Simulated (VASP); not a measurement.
An input for Quantum ESPRESSO's pw.x (written as the equivalent of a VASP run, and not itself run):

```
&CONTROL
  calculation = 'scf'
  pseudo_dir = './pseudo'
  outdir = './out'
  tprnfor = .true.
  tstress = .true.
/
&SYSTEM
  ibrav = 0
  nat = 5
  ntyp = 3
  ecutwfc = 88
  occupations = 'smearing'
  smearing = 'gaussian'
  degauss = 0.003675
  input_dft = 'pbe'
/
&ELECTRONS
  conv_thr = 7.3e-08
  electron_maxstep = 100
/
ATOMIC_SPECIES
  Na 22.990 Na.upf
  Pd 106.420 Pd.upf
  C 12.011 C.upf
CELL_PARAMETERS angstrom
     4.5129646   -0.0000000    0.0000000
    -2.2564823    3.9083418   -0.0000000
     0.0000000    0.0000000    5.2673068
ATOMIC_POSITIONS crystal
  Na   0.3333330  0.6666670  0.7201273
  Na   0.6666670  0.3333330  0.2798727
  Pd   0.0000000  0.0000000  0.0000000
  C    0.0000000  0.0000000  0.6203974
  C    0.0000000  0.0000000  0.3796026
K_POINTS automatic
  5 5 4 0 0 0
```

**Question.** Translate this input to VASP (INCAR, KPOINTS, POSCAR, choice of POTCAR).

**Answer.** One answer among several that fit: 
**POSCAR**
```
Na2PdC2
5.2673070
  0.8567878498   0.0000000000   0.0000000000
 -0.4283939249   0.7420000010   0.0000000000
  0.0000000000   0.0000000000   0.9999999697
Na Pd C
2 1 2
Cartesian
 -0.0000004284   0.4946669146   0.7201272484
  0.4283943533   0.2473330863   0.2798727213
  0.0000000000   0.0000000000   0.0000000000
  0.0000000000   0.0000000000   0.6203973598
  0.0000000000   0.0000000000   0.3796026099
```

**KPOINTS**
```
Automatic mesh
0
Gamma
5 5 4
0 0 0
```

### INCAR
```
# general
SYSTEM  = Na2PdC2
PREC    = Accurate
ENCUT   = 500
LREAL   = .False.
LASPH   = .True.

# electronic loop
EDIFF   = 1E-6
NELM    = 100
ALGO    = Normal
LMAXMIX = 4

# smearing
ISMEAR  = 0
SIGMA   = 0.05

# functional
GGA     = PE

# output
LWAVE   = .False.
LCHARG  = .True.
```

POTCAR, in this order: Na_pv Pd C (PBE.64 set). Program: vasp_std.

What does not carry over: the potentials are each code's own (VASP's PAW set, PseudoDojo norm-conserving files in pw.x), so ENCUT and ecutwfc are chosen apart and not converted; conv_thr bounds pw.x's estimated SCF error, while EDIFF bounds the energy change between steps.

The structure comes from a computed database's Na2PdC2 entry (P-3m1); how it stands against other phases isn't given here. It was relaxed first.
